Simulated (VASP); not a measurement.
Input of a VASP 6.6.1 run:

File INCAR:

```
SYSTEM = AlN
PREC = Accurate
ENCUT = 520
EDIFF = 0.05
ISMEAR = 0
SIGMA = 0.02
LREAL = .FALSE.
LASPH = .TRUE.
NELM = 80
ALGO = Normal
ISIF = 3
LWAVE = .FALSE.
LCHARG = .FALSE.
GGA = PE
IBRION = 2
NSW = 80
EDIFFG = -0.002
KPAR = 4
```

File KPOINTS:

```
Automatic mesh
0
G
  12 12 6
  0 0 0
```

POSCAR

```
AlN
1.0
    3.1130000000      0.0000000000      0.0000000000
   -1.5565000000      2.6959370800      0.0000000000
    0.0000000000      0.0000000000      4.9810000000
Al N
2 2
Direct
    0.3333333300      0.6666666700      0.0000000000
    0.6666666700      0.3333333300      0.5000000000
    0.3333333300      0.6666666700      0.3800000000
    0.6666666700      0.3333333300      0.8800000000
```

Potentials or basis: VASP PAW PBE potentials, release 64 (Al, N).

Run with:

```bash
$ cat potpaw_PBE.64/Al/POTCAR potpaw_PBE.64/N/POTCAR > POTCAR
$ mpirun -np 4 vasp_std > vasp.out
```

**Question.** Estimate the relaxed volume.

**Answer.** 10.63 Å³/atom.

**Question.** What does it give for the space group after relaxing (to 0.05 Å)?

**Answer.** P6_3mc (No. 186).

Final structure:
```
Al N
1.0
     3.12863    0.00000    0.00000
    -1.56431    2.70947    0.00000
     0.00000    0.00000    5.01657
Al N
2 2
Direct
  0.33333 0.66667 0.99926
  0.66667 0.33333 0.49926
  0.33333 0.66667 0.38074
  0.66667 0.33333 0.88074
```

PBE usually gives volumes a little too large and moduli too small. Zero-point motion and thermal expansion aren't in these numbers.
